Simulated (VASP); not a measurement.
An input for Quantum ESPRESSO's pw.x (written as the equivalent of a VASP run, and not itself run):

```
&CONTROL
  calculation = 'vc-relax'
  pseudo_dir = './pseudo'
  outdir = './out'
  tprnfor = .true.
  tstress = .true.
  nstep = 30
  forc_conv_thr = 0.00039
/
&SYSTEM
  ibrav = 0
  nat = 6
  ntyp = 2
  ecutwfc = 84
  occupations = 'smearing'
  smearing = 'gaussian'
  degauss = 0.003675
  input_dft = 'vdw-df2-b86r'
/
&ELECTRONS
  conv_thr = 7.3e-09
  electron_maxstep = 100
/
&IONS
/
&CELL
  cell_dofree = 'shape'
/
ATOMIC_SPECIES
  Sn 118.710 Sn.upf
  O 15.999 O.upf
CELL_PARAMETERS angstrom
     4.6940561    0.0000000    0.0000000
     0.0000000    4.6940561    0.0000000
     0.0000000    0.0000000    3.1734203
ATOMIC_POSITIONS crystal
  Sn   0.0000000  0.0000000  0.0000000
  Sn   0.5000000  0.5000000  0.5000000
  O    0.3061315  0.3061315  0.0000000
  O    0.8061315  0.1938685  0.5000000
  O    0.1938685  0.8061315  0.5000000
  O    0.6938685  0.6938685  0.0000000
K_POINTS automatic
  5 5 7 0 0 0
```

**Question.** Translate this input to VASP (INCAR, KPOINTS, POSCAR, choice of POTCAR).

**Answer.** This is not unique; one that fits is 
### POSCAR
```
SnO2
1.0
  4.6940561146   0.0000000000   0.0000000000
  0.0000000000   4.6940561146   0.0000000000
  0.0000000000   0.0000000000   3.1734203003
Sn O
2 4
Cart
  0.0000000000   0.0000000000   0.0000000000
  2.3470280573   2.3470280573   1.5867101502
  1.4369982231   1.4369982231   0.0000000000
  3.7840262804   0.9100298342   1.5867101502
  0.9100298342   3.7840262804   1.5867101502
  3.2570578915   3.2570578915   0.0000000000
```

**KPOINTS**
```
Automatic mesh
0
Gamma
5 5 7
0 0 0
```

INCAR:
```
SYSTEM  =  SnO2
PREC  =  Accurate; ENCUT  =  520; LREAL  =  .False.
LASPH  =  .True.
EDIFF  =  1E-7; NELM  =  100; ALGO  =  Normal
LMAXMIX  =  4
ISMEAR  =  0; SIGMA  =  0.05
GGA  =  MK; LUSE_VDW  =  .True.; AGGAC  =  0.0
PARAM1  =  0.1234568; PARAM2  =  0.7114; ZAB_VDW  =  -1.8867
IBRION  =  2; NSW  =  30; ISIF  =  4
EDIFFG  =  -0.01
LWAVE  =  .False.; LCHARG  =  .False.
```

POTCAR, in this order: Sn_d O (PBE.64 set). Program: vasp_std.

Limits of the translation: the potentials are each code's own (VASP's PAW set, PseudoDojo norm-conserving files in pw.x), so ENCUT and ecutwfc are chosen apart and not converted; conv_thr bounds pw.x's estimated SCF error, while EDIFF bounds the energy change between steps; forc_conv_thr acts on force components and is met together with etot_conv_thr.

The compound is SnO2 in the rutile structure. This cell is one point of a volume scan, at 0.94 of the reference volume. Symmetry was kept, so distortions that lower it aren't found.
